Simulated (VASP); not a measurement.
Given:

```
CELL_PARAMETERS angstrom
      3.30762     0.00000     0.00000
      0.00000     3.30762     0.00000
      0.00000     0.00000     3.30762
ATOMIC_POSITIONS crystal
  In 0.50000 0.50000 0.50000
  Pd 0.00000 0.00000 0.00000
```

Calculation: optB88-vdW, VASP's PBE PAW potentials (set 64) (plane waves; VASP). Settings: 520 eV cut-off, 10×10×10 Γ-centred mesh, first-order Methfessel-Paxton smearing of 0.10 eV, potentials In_d Pd.

Unless said otherwise, spin-orbit coupling is left out, though it shifts the bands of the heavy elements here.

Task: Predict the energy per atom (σ→0), band gap (on the k-mesh) with the smallest direct gap where there is one.

Result: 
```yaml
band gap (on the k-mesh): none (metal, semimetal or under 0.01 eV)
energy per atom (σ→0): -1.244 eV/atom
```

Total energies compare only between runs with the same potentials, cut-off and functional.

The compound is PdIn in the CsCl type structure. It was relaxed first, which changed the volume by +5 %. The start is the result of an earlier pass. The electron count is odd and the run is not spin-polarised, which forces a metal.
